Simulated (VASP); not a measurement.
An input for Quantum ESPRESSO's pw.x (written as the equivalent of a VASP run, and not itself run):

```
&CONTROL
  calculation = 'relax'
  pseudo_dir = './pseudo'
  outdir = './out'
  tprnfor = .true.
  tstress = .true.
  nstep = 40
  forc_conv_thr = 0.00039
/
&SYSTEM
  ibrav = 0
  nat = 2
  ntyp = 2
  ecutwfc = 90
  occupations = 'smearing'
  smearing = 'methfessel-paxton'
  degauss = 0.00735
  input_dft = 'pbe'
/
&ELECTRONS
  conv_thr = 7.3e-08
  electron_maxstep = 100
/
&IONS
/
ATOMIC_SPECIES
  Al 26.982 Al.upf
  Fe 55.845 Fe.upf
CELL_PARAMETERS angstrom
     2.9100000    0.0000000    0.0000000
     0.0000000    2.9100000    0.0000000
     0.0000000    0.0000000    2.9100000
ATOMIC_POSITIONS crystal
  Al   0.5412371  0.5171821  0.5000000
  Fe   0.0000000  0.0000000  0.0000000
K_POINTS automatic
  9 9 9 0 0 0
```

**Question.** Translate this input to VASP (INCAR, KPOINTS, POSCAR, choice of POTCAR).

**Answer.** One answer among several that fit: 
KPOINTS:
```
Automatic mesh
0
G
9 9 9
0 0 0
```

### POSCAR
```
FeAl
1
    2.9100000000     0.0000000000     0.0000000000
    0.0000000000     2.9100000000     0.0000000000
    0.0000000000     0.0000000000     2.9100000000
Al Fe
1 1
Direct
  0.5412371134   0.5171821306   0.5000000000
  0.0000000000   0.0000000000   0.0000000000
```

### INCAR
```
SYSTEM = FeAl
PREC = Accurate; ENCUT = 400; LREAL = .False.
LASPH = .True.
EDIFF = 1E-6; NELM = 100; ALGO = Normal
LMAXMIX = 4
ISMEAR = 1; SIGMA = 0.1
GGA = PE
IBRION = 2; NSW = 40; ISIF = 2
EDIFFG = -0.01
LWAVE = .False.; LCHARG = .False.
```

POTCAR, in this order: Al Fe (PBE.64 set). Program: vasp_std.

The two are equivalent in intent, not identical: the potentials are each code's own (VASP's PAW set, PseudoDojo norm-conserving files in pw.x), so ENCUT and ecutwfc are chosen apart and not converted; conv_thr bounds pw.x's estimated SCF error, while EDIFF bounds the energy change between steps; forc_conv_thr acts on force components and is met together with etot_conv_thr.

The compound is FeAl in the CsCl type structure. In the starting cell atoms are displaced from their ideal sites. This run relaxes the ions in a fixed cell. Symmetry was kept, so distortions that lower it aren't found.
